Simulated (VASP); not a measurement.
Given:

```xyz
2
Lattice="0.0000 2.5162 2.5162 2.5162 0.0000 2.5162 2.5162 2.5162 0.0000" Properties=species:S:1:pos:R:3 pbc="T T T"
Sn     0.0000     0.0000     0.0000
C      1.2581     1.2581     1.2581
```

Method: PBEsol GGA, VASP's PBE PAW potentials (set 64) (plane waves; VASP 6.6.1). Settings: 520 eV cut-off, 10×10×10 Γ-centred mesh, tetrahedra with Blöchl corrections, potentials Sn_d C.

Task: The job: SnC (relaxed from the zinc blende structure, space group F-43m), 2 atoms, PBEsol, static run, 520 eV, 10×10×10 Γ-centred mesh. Roughly how much core time does it take on a busy server core?

Result: About 30 core-seconds (one run on a shared machine, a rough figure). It had 47 irreducible k-points, 13 bands, up to 889 plane waves and 14 electronic steps.

The structure was generated: SnC was put into the zinc blende type (F-43m), which need not be its known phase. It was relaxed first.
